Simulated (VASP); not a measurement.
VASP input:

### INCAR
```
METAGGA = R2SCAN
LASPH = .TRUE.
ENCUT = 480
LREAL = .FALSE.
ALGO = Normal   # blocked Davidson
LWAVE = .FALSE.
LMAXMIX = 4   # l cut-off of mixed one-centre charges
LCHARG = .FALSE.
SIGMA = 0.1
ISMEAR = 1   # Methfessel-Paxton
SYSTEM = Cu
NELM = 100   # most electronic steps
LMIXTAU = .TRUE.
PREC = Accurate
ISIF = 2
EDIFF = 1E-7   # SCF stop (eV)
```

**POSCAR**
```
Cu
1
    0.0000000000     1.8151678328     1.8151678328
    1.7883426924     0.0268251404     1.7883426924
    1.7883426924     1.7883426924     0.0268251404
Cu
1
Direct
  0.0000000000   0.0000000000   0.0000000000
```

KPOINTS:
```
Automatic mesh
0
Gamma
16 16 16
0 0 0
```

POTCAR, in this order: Cu (PBE.64 set). Program: vasp_std.

Problem. Translate this r2SCAN calculation to Ansatz.

Solution. One equivalent input (not run):
Ansatz 0.2 input:
```yaml
crystal:
  lattice:
    - [0.0000000, 1.8151678, 1.8151678]
    - [1.7883427, 0.0268251, 1.7883427]
    - [1.7883427, 1.7883427, 0.0268251]
  atoms:
    - { symbol: Cu, position: [0.0000000, 0.0000000, 0.0000000] }
kpoints:
  mp_grid: { grid: [16, 16, 16] }
hamiltonian:
  xc: r2scan
  pseudopotentials: { kind: paw }
scf:
  occupations: { method: methfessel_paxton, width: 0.1 }
  max_iter: 100
output: { forces: true, stress: true, eigenvalues: true }
```
What does not carry over: each code has its own PAW files, so the cut-off isn't converted (ENCUT is set for VASP's; basis.ecutwfc is left out, and Ansatz then takes the one that its files recommend); Ansatz stops its SCF on the density residual and VASP on the energy change (EDIFF).

The compound is Cu in the fcc structure. This cell was strained or had an atom moved on purpose.
